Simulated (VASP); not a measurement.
Level of theory: PBEsol GGA, VASP's PBE PAW potentials (set 64) (plane waves; VASP 6.6.1).

VASP input:

**KPOINTS**
```
Automatic mesh
0
G
7 7 7
```

File POSCAR:
```
KBr
1.0
  0.0000000000   3.2781482420   3.2781482420
  3.2781482420   0.0000000000   3.2781482420
  3.2781482420   3.2781482420   0.0000000000
K Br
1 1
Cartesian
  0.0000000000   0.0000000000   0.0000000000
  3.2781482420   3.2781482420   3.2781482420
```

**INCAR**
```
# general
SYSTEM  =KBr
PREC    =Accurate
ENCUT   =400
LREAL   =F   # projection in real space or not
LASPH   =T

# electronic loop
EDIFF   =1E-8
NELM    =100
ALGO    =Normal   # blocked Davidson
LMAXMIX =4   # l cut-off of mixed one-centre charges

# smearing
ISMEAR  =0   # Gaussian
SIGMA   =0.01   # width (eV)

# functional
GGA     =PS   # PBEsol

# ions
IBRION  =8   # DFPT with symmetry
NSW     =1   # most ionic steps

# output
LWAVE   =F
LCHARG  =F

# other
LEPSILON=T
```

POTCAR, in this order: K_sv Br (PBE.64 set). Program: vasp_std.

Output of the run:

OUTCAR:
```
 ion  position               nearest neighbor table
   1  0.000  0.000  0.000-   2 3.28   2 3.28   2 3.28   2 3.28   2 3.28   2 3.28
   2  0.500  0.500  0.500-   1 3.28   1 3.28   1 3.28   1 3.28   1 3.28   1 3.28
  LATTYP: Found a face centered cubic cell.
 ALAT       =     6.5562964840
 Subroutine PRICEL returns:
 Original cell was already a primitive cell.
 Subroutine GETGRP returns: Found 48 space group operations
The static configuration has the point symmetry O_h .
The dynamic configuration has the point symmetry O_h .
 Subroutine INISYM returns: Found 48 space group operations
 Subroutine IBZKPT returns following result:
 Found     20 irreducible k-points:

 Following reciprocal coordinates:
            Coordinates               Weight
  0.000000  0.000000  0.000000      1.000000
  0.142857  0.000000  0.000000      8.000000
  0.285714  0.000000  0.000000      8.000000
  0.428571  0.000000  0.000000      8.000000
  0.142857  0.142857  0.000000      6.000000
  0.285714  0.142857  0.000000     24.000000
  0.428571  0.142857  0.000000     24.000000
 -0.428571  0.142857  0.000000     24.000000
 -0.285714  0.142857  0.000000     24.000000
 -0.142857  0.142857  0.000000     12.000000
  0.285714  0.285714  0.000000      6.000000
  0.428571  0.285714  0.000000     24.000000
 -0.428571  0.285714  0.000000     24.000000
 -0.285714  0.285714  0.000000     12.000000
  0.428571  0.428571  0.000000      6.000000
 -0.428571  0.428571  0.000000     12.000000
  0.428571  0.285714  0.142857     24.000000
 -0.428571  0.285714  0.142857     48.000000
 -0.428571  0.428571  0.142857     24.000000
 -0.285714  0.428571  0.142857     24.000000
 Subroutine IBZKPT_HF returns following result:
   k-points           NKPTS =     20   k-points in BZ     NKDIM =     20   number of bands    NBANDS=     12
   number of dos      NEDOS =    301   number of ions     NIONS =      2
   total plane-waves  NPLWV =  27000
   dimension x,y,z NGX =    30 NGY =   30 NGZ =   30
   dimension x,y,z NGXF=    60 NGYF=   60 NGZF=   60
   ions per type =               1   1
   PREC   = accura    normal or accurate (medium, high low for compatibility)
   ISTART =      0    job   : 0-new  1-cont  2-samecut
   ICHARG =      2    charge: 1-file 2-atom 10-const
   ISPIN  =      1    spin polarized calculation?
   LNONCOLLINEAR =      F non collinear calculations
   LSORBIT =      F    spin-orbit coupling
   INIWAV =      1    electr: 0-lowe 1-rand  2-diag
   ENCUT  =  400.0 eV  29.40 Ry    5.42 a.u.   7.56  7.56  7.56*2*pi/ulx,y,z
   NELM   =    100;   NELMIN=  2; NELMDL= -5     # of ELM steps
   EDIFF  = 0.1E-07   stopping-criterion for ELM
   LREAL  =      F    real-space projection
   NLSPLINE    = F    spline interpolate recip. space projectors
   LMAXMIX     =    4 max onsite mixed and CHGCAR
   VOSKOWN=      0    Vosko Wilk Nusair interpolation
   EDIFFG = 0.1E-06   stopping-criterion for IOM
   NSW    =      1    number of steps for IOM
   NBLOCK =      1;   KBLOCK =      1    inner block; outer block
   IBRION =      8    ionic relax: 0-MD 1-quasi-New 2-CG
   NFREE  =      0    steps in history (QN), initial steepest desc. (CG)
   ISIF   =      2    stress and relaxation
   ISYM   =      2    0-nonsym 1-usesym 2-fastsym
   TEIN   =    0.0    initial temperature
   TEBEG  =    0.0;   TEEND  =   0.0 temperature during run
   SMASS  =  -3.00    Nose mass-parameter (am)
   PSTRESS=    0.0 pullay stress
   NELECT =      16.0000    total number of electrons
   EFERMI =   0.00;   METHOD = LEGACY
   ISMEAR =     0;   SIGMA  =   0.01  broadening in eV -4-tet -1-fermi 0-gaus
   IALGO  =     38    algorithm
   LDIAG  =      T    sub-space diagonalisation (order eigenvalues)
   IMIX   =      4    mixing-type and parameters
     AMIX     =   0.40;   BMIX     =  1.00
...
```

**OUTCAR**
```


 HEAD OF MICROSCOPIC STATIC DIELECTRIC TENSOR (INDEPENDENT PARTICLE, excluding Hartree and local field effects)
 ------------------------------------------------------
           2.902028     0.000000     0.000000
           0.000000     2.902028    -0.000000
           0.000000     0.000000     2.902028
 ------------------------------------------------------

 MACROSCOPIC STATIC DIELECTRIC TENSOR (including local field effects in DFT)
 ------------------------------------------------------
           2.615342     0.000000    -0.000000
           0.000000     2.615342     0.000000
           0.000000     0.000000     2.615342
 ------------------------------------------------------

 PIEZOELECTRIC TENSOR (including local field effects)  for field in x, y, z        (e  Angst)
          XX          YY          ZZ          XY          YZ          ZX
  --------------------------------------------------------------------------------
  x     0.00000     0.00000     0.00000     0.00000     0.00000     0.00000
  y     0.00000     0.00000     0.00000     0.00000     0.00000     0.00000
  z     0.00000     0.00000     0.00000     0.00000     0.00000     0.00000

 PIEZOELECTRIC TENSOR (including local field effects)  for field in x, y, z        (C/m^2)
          XX          YY          ZZ          XY          YZ          ZX
  --------------------------------------------------------------------------------
  x     0.00000     0.00000     0.00000     0.00000     0.00000     0.00000
  y     0.00000     0.00000     0.00000     0.00000     0.00000     0.00000
  z     0.00000     0.00000     0.00000     0.00000     0.00000     0.00000

 BORN EFFECTIVE CHARGES (including local field effects) (in |e|, cummulative output)
 ---------------------------------------------------------------------------------
 ion    1
    1     1.12521     0.00000     0.00000
    2    -0.00000     1.12521     0.00000
    3     0.00000     0.00000     1.12521
 ion    2
    1    -1.12521    -0.00000     0.00000
    2     0.00000    -1.12521     0.00000
    3     0.00000     0.00000    -1.12521
```
(Selected blocks of OUTCAR.)

The compound is KBr in the rock salt structure. It was relaxed first.
